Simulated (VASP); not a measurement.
# CuS2Cl2 (Cmmm) in VASP: single point with r2SCAN

Aim: the single point of CuS2Cl2 with r2SCAN.

Program: VASP 6.6.1. These are calculated values, not measurements. Logs are shortened: lines on timing, memory, paths and dates and some standing lists are left out, and cuts for length are marked.

## 1. Starting point

Symmetry: Cmmm, No. 65, orthorhombic system. Conventional cell: a = 8.559 Å, b = 8.675 Å, c = 4.144 Å, α = 90.00°, β = 90.00°, γ = 90.00°. Cu (site symmetry mmm) is surrounded by 2 S at 2.17 Å. S (site symmetry m2m) has 1 Cu at 2.17 Å as nearest neighbours. Around Cl (site symmetry 2mm) lie 2 Cu at 2.83 Å.

The cell was built by a generator and needn't be a form met in nature.

## 2. Single point, r2SCAN

POSCAR reads:

```
CuS2Cl2
1.0
   -4.1437548400      0.0000000000      0.0000000000
    0.0000000000     -4.3374705100      4.2795128400
    0.0000000000      4.3374705100      4.2795128400
Cu S Cl
1 2 2
Direct
    0.0000000000      0.0000000000      0.0000000000
    0.0000000000      0.7500000000      0.2500000000
    0.0000000000      0.2500000000      0.7500000000
    0.5000000000      0.2260000000      0.2260000000
    0.5000000000      0.7740000000      0.7740000000
```

INCAR.step1 reads:

```
SYSTEM = CuS2Cl2
PREC     = Accurate       ! precision mode
ENCUT    = 520            ! plane-wave cutoff, eV
ISMEAR   = -5             ! smearing method
SIGMA    = 0.1            ! smearing width, eV
LREAL    = .False.        ! projectors in reciprocal space
LASPH    = .True.         ! aspherical terms in the spheres
NELM     = 80             ! most SCF steps
LMAXMIX  = 4              ! l up to which the mixer works
NBANDS   = 26             ! bands
GGA      = PE             ! functional
ALGO     = Normal         ! electronic algorithm
EDIFF    = 1E-4           ! SCF threshold, eV
LWAVE    = .True.         ! write WAVECAR
LCHARG   = .False.        ! write CHGCAR
```

INCAR.step2 reads:

```
SYSTEM = CuS2Cl2
PREC     = Accurate       ! precision mode
ENCUT    = 520            ! plane-wave cutoff, eV
EDIFF    = 1E-6           ! SCF threshold, eV
ISMEAR   = -1             ! smearing method
SIGMA    = 0.1            ! smearing width, eV
LREAL    = .False.        ! projectors in reciprocal space
LASPH    = .True.         ! aspherical terms in the spheres
NELM     = 80             ! most SCF steps
ALGO     = Normal         ! electronic algorithm
ISIF     = 2              ! what is computed and relaxed
LWAVE    = .False.        ! write WAVECAR
LCHARG   = .False.        ! write CHGCAR
LMAXMIX  = 4              ! l up to which the mixer works
METAGGA  = R2SCAN         ! meta-GGA
LMIXTAU  = .True.       
LORBIT   = 10             ! projections on sites
NBANDS   = 26             ! bands
ISTART   = 1
```

KPOINTS reads:

```
Automatic mesh
0
Gamma
  8 6 6
  0 0 0
```

Potentials or basis: VASP PAW PBE potentials, release 64 (Cu, S, Cl).

The run is started by

```bash
> cat potpaw_PBE.64/Cu/POTCAR potpaw_PBE.64/S/POTCAR potpaw_PBE.64/Cl/POTCAR > POTCAR
> cp INCAR.step1 INCAR
> mpirun -np 1 vasp_std > vasp.out
> cp INCAR.step2 INCAR
> mpirun -np 1 vasp_std > vasp.out
```

OUTCAR:

```text
SYSTEM = CuS2Cl2
   PREC = Accurate
   ENCUT = 520
   EDIFF = 1E-6
   ISMEAR = -1
   LREAL = .False.
   LASPH = .True.
   NELM = 80
   ISIF = 2
   METAGGA = R2SCAN
   LORBIT = 10
   ISTART = 1

 ion  position               nearest neighbor table
   1  0.000  0.000  0.000-   2 2.17   3 2.17
   2  0.000  0.750  0.250-   1 2.17
   3  0.000  0.250  0.750-   1 2.17
   4  0.500  0.226  0.226-
   5  0.500  0.774  0.774-

  LATTYP: Found a base centered orthorhombic cell.
 ALAT       =     8.5590256800
 B/A-ratio  =     1.0135430532
 C/A-ratio  =     0.4841386152

  Lattice vectors:

 A1 = (   0.0000000000,  -4.3374705100,   4.2795128400)
 A2 = (   0.0000000000,   4.3374705100,   4.2795128400)
 A3 = (  -4.1437548400,   0.0000000000,   0.0000000000)

Analysis of symmetry for initial positions (statically):
=====================================================================
 Subroutine PRICEL returns:
 Original cell was already a primitive cell.

 Routine SETGRP: Setting up the symmetry group for a
 base centered orthorhombic supercell.

 Subroutine GETGRP returns: Found  8 space group operations
 (whereof  8 operations were pure point group operations)
 out of a pool of  8 trial point group operations.

The static configuration has the point symmetry D_2h.

Analysis of symmetry for dynamics (positions and initial velocities):
=====================================================================
 Subroutine PRICEL returns:
 Original cell was already a primitive cell.

 Routine SETGRP: Setting up the symmetry group for a
 base centered orthorhombic supercell.

 Subroutine GETGRP returns: Found  8 space group operations
 (whereof  8 operations were pure point group operations)
 out of a pool of  8 trial point group operations.

The dynamic configuration has the point symmetry D_2h.

 Subroutine INISYM returns: Found  8 space group operations
 (whereof  8 operations are pure point group operations),
 and found     1 'primitive' translations

----------------------------------------------------------------------------------------

                                     Primitive cell

  volume of cell :     153.8349

  direct lattice vectors                    reciprocal lattice vectors
    -4.143754840  0.000000000  0.000000000    -0.241327018  0.000000000  0.000000000
     0.000000000 -4.337470510  4.279512840     0.000000000 -0.115274559  0.116835728
[... 103 lines left out ...]
   NUPDOWN=      -1.0000    fix difference up-down
   EMIN   =  10.00;   EMAX   =-10.00  energy-range for DOS
   EFERMI =   0.00;   METHOD = LEGACY
   ISMEAR =    -1;   SIGMA  =   0.10  broadening in eV -4-tet -1-fermi 0-gaus
   EFERMI_NEDOS =   21; number of points for ismear=-14 and -15
   IALGO  =     38    algorithm
   IMIX   =      4    mixing-type and parameters
     AMIX     =   0.40;   BMIX     =  1.00
     AMIX_MAG =   1.60;   BMIX_MAG =  1.00
  volume/ion in A,a.u.               =      30.77       207.63
  Fermi-wavevector in a.u.,A,eV,Ry     =   1.018100  1.923930 14.102814  1.036528
  Thomas-Fermi vector in A             =   2.151538
   LORBIT       =     10    0 simple, 1 ext, 2 COOP (PROOUT), +10 PAW based schemes
   METAGGA = R2SCAN    functional components
   LHFCALC =     F    Hartree Fock is set to
   AEXX    =    0.0000 exact exchange contribution
   IVDW    =     0    specifies the selected vdW correction
   LEPSILON=     F    determine dielectric tensor
   LRPA    =     F    only Hartree local field effects (RPA)
 non-spin polarized calculation
  energy-cutoff  :      520.00
  volume of cell :      153.83
 maximum number of plane-waves:      4164
 NGX is ok and might be reduce to    32

 number of electron      36.9999974 magnetization

 Free energy of the ion-electron system (eV)
  ---------------------------------------------------
  ext. energy  EPLUGINS =         0.00000000
  ---------------------------------------------------
  free energy    TOTEN  =       -34.83817931 eV

  energy without entropy =      -34.44751467  energy(sigma->0) =      -34.64284699

 E-fermi :  -1.1456     XC(G=0):  -8.0774

 val. band max:       -1.1499048781   @ k =   0.2500   0.0000   0.0000
 cond. band min:      -1.1433509940   @ k =   0.2500  -0.3333   0.3333
 fundamental gap:      0.0065538841
 Fermi energy:        -1.1456311859

 k-point     1 :       0.0000    0.0000    0.0000
  band No.  band energies     occupation
      1     -15.2349      2.00000
      2     -15.0194      2.00000
      3     -12.9765      2.00000
      4     -12.7319      2.00000
      5      -5.2182      2.00000
      6      -4.4927      2.00000
[... 685 lines left out ...]
     25       8.3357      0.00000
     26       9.0473      0.00000

 [... further k-points ...]

------------------------ aborting loop because EDIFF is reached ----------------------------------------

  FORCE on cell =-STRESS in cart. coord.  units (eV):
  Direction    XX          YY          ZZ          XY          YZ          ZX
  --------------------------------------------------------------------------------------
  -------------------------------------------------------------------------------------
  Total       -6.6958463     -4.8565719     -5.6863962      0.0000000      0.0000000      0.0000000
  in kB      -69.7366594    -50.5807764    -59.2233244      0.0000000      0.0000000      0.0000000
  external PRESSURE =     -59.8469201 kB  Pullay stress =       0.0000000 kB

 VOLUME and BASIS-vectors are now :
 -----------------------------------------------------------------------------
  energy-cutoff  :      520.00
  volume of cell :      153.83
      direct lattice vectors                 reciprocal lattice vectors
    -4.143754840  0.000000000  0.000000000    -0.241327018  0.000000000  0.000000000
     0.000000000 -4.337470510  4.279512840     0.000000000 -0.115274559  0.116835728
     0.000000000  4.337470510  4.279512840     0.000000000  0.115274559  0.116835728

 POSITION                                       TOTAL-FORCE (eV/Angst)
 -----------------------------------------------------------------------------------
      0.00000      0.00000      0.00000         0.000000      0.000000      0.000000
      0.00000     -2.16874      4.27951         0.000000     -0.639767      0.000000
      0.00000      2.16874      4.27951        -0.000000      0.639767      0.000000
     -2.07188      0.00000      1.93434         0.000000      0.000000     -0.784096
     -2.07188      0.00000      6.62469         0.000000      0.000000      0.784096
 -----------------------------------------------------------------------------------
    total drift:                               -0.000000     -0.000000      0.000000

  FREE ENERGIE OF THE ION-ELECTRON SYSTEM (eV)
  ---------------------------------------------------
  free  energy   TOTEN  =       -34.8381793100 eV

  energy  without entropy=      -34.4475146721  energy(sigma->0) =      -34.64284699

 total charge

# of ion       s       p       d       tot
------------------------------------------
    1        0.358   0.367   9.059   9.784
    2        1.386   2.126   0.000   3.512
    3        1.386   2.126   0.000   3.512
    4        1.624   3.383   0.000   5.006
    5        1.624   3.383   0.000   5.006
--------------------------------------------------
tot          6.378  11.383   9.059  26.821
```

OUTCAR.step1:

```text
SYSTEM = CuS2Cl2
   PREC = Accurate
   ENCUT = 520
   ISMEAR = -5
   LREAL = .False.
   LASPH = .True.
[... 934 lines left out ...]
      0.00000      2.16874      4.27951         0.000000      0.520750      0.000000
     -2.07188      0.00000      1.93434         0.000000     -0.000000     -0.671794
     -2.07188      0.00000      6.62469         0.000000     -0.000000      0.671794
 -----------------------------------------------------------------------------------
    total drift:                               -0.000000     -0.000000      0.000000

  FREE ENERGIE OF THE ION-ELECTRON SYSTEM (eV)
  ---------------------------------------------------
  free  energy   TOTEN  =       -11.4424478799 eV

  energy  without entropy=      -11.4424478799  energy(sigma->0) =      -11.44244788
```

Run time: 11 min. Hardware: 1 thread of Intel Xeon Platinum 8559C (Emerald Rapids), shared host; peak memory 0.43 GiB.

Results:

```
Free energy                                           : -34.8382 eV
Pressure                                              : -6.0 GPa
Largest force                                         : 0.784 eV/Å
Band gap on the k mesh                                : none (metal or under the smearing width)
Valence electrons inside the program's atomic spheres : Cu 9.78; S 3.51; Cl 5.01
```

Forces on the atoms (eV/Å):
```
Cu   0.000  0.000  0.000
S    0.000 -0.640  0.000
S    0.000  0.640  0.000
Cl   0.000  0.000 -0.784
Cl   0.000  0.000  0.784
```

Stress tensor (GPa, compression positive):
```
-6.97  0.00  0.00
 0.00 -5.06  0.00
 0.00  0.00 -5.92
```

Levels at points of the mesh, in eV from the Fermi level:
| k point | band 15 | band 16 | band 17 | band 18 | band 19 | band 20 | band 21 | band 22 | band 23 | band 24 |
| --- | --- | --- | --- | --- | --- | --- | --- | --- | --- | --- |
| (0.00, 0.00, 0.00) | -0.63 | -0.34 | 0.12 | 0.18 | 0.30 | 0.30 | 0.43 | 5.65 | 6.81 | 7.84 |
| (0.50, 0.00, 0.00) | -1.02 | -0.99 | -0.70 | -0.42 | -0.41 | -0.23 | -0.22 | 7.22 | 8.67 | 9.21 |
| (0.00, 0.50, 0.00) | -1.19 | -0.70 | -0.17 | -0.11 | 0.02 | 0.28 | 0.45 | 6.91 | 7.39 | 8.94 |
| (0.50, 0.50, 0.00) | -1.33 | -0.88 | -0.34 | -0.26 | -0.16 | 0.03 | 0.41 | 7.32 | 8.15 | 8.79 |
| (0.00, 0.50, 0.50) | -1.07 | -0.96 | -0.67 | -0.39 | -0.15 | 0.15 | 0.22 | 7.05 | 8.27 | 9.54 |
| (0.50, 0.50, 0.50) | -0.93 | -0.67 | -0.10 | -0.03 | 0.23 | 0.24 | 0.48 | 6.30 | 7.10 | 8.61 |

Caveat: the PAW data sets were made with another functional, which shifts forces and pressure a little; an odd number of electrons without spin polarisation forces a metal; a magnetic or distorted state may lie lower; the run has no spin polarisation, though such a crystal can be magnetic; semilocal functionals often make such compounds metallic where correlation or magnetic order opens a gap, which also shifts bond lengths. With open d or f shells a metallic result of r2SCAN can be an artefact of self-interaction; +U or a hybrid may open a gap.
